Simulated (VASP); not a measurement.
```yaml
crystal:
  lattice:
    - [0.00000, 3.01080, 3.01080]
    - [3.01080, 0.00000, 3.01080]
    - [3.01080, 3.01080, 0.00000]
  atoms:
    - { symbol: Li, position: [0.25000, 0.25000, 0.25000] }
    - { symbol: Li, position: [0.75000, 0.75000, 0.75000] }
    - { symbol: Se, position: [0.00000, 0.00000, 0.00000] }
```

These are SCAN meta-GGA, VASP's PBE PAW potentials (set 64) (plane waves; VASP) values and carry that method's errors. Run with 520 eV cut-off, 8×8×8 Γ-centred mesh, Gaussian smearing of 0.050 eV, potentials Li_sv Se.

Task: Predict the energy per atom (σ→0), band gap (on the k-mesh) with the smallest direct gap where there is one.

Result: 
The band gap (on the k-mesh) is 3.46 eV, the smallest direct gap (on the k-mesh) is 4.09 eV and the energy per atom (σ→0) comes out as -9.726 eV/atom.

The compound is Li2Se in the antifluorite structure. This cell is one point of a volume scan, at 1.03 of the reference volume.
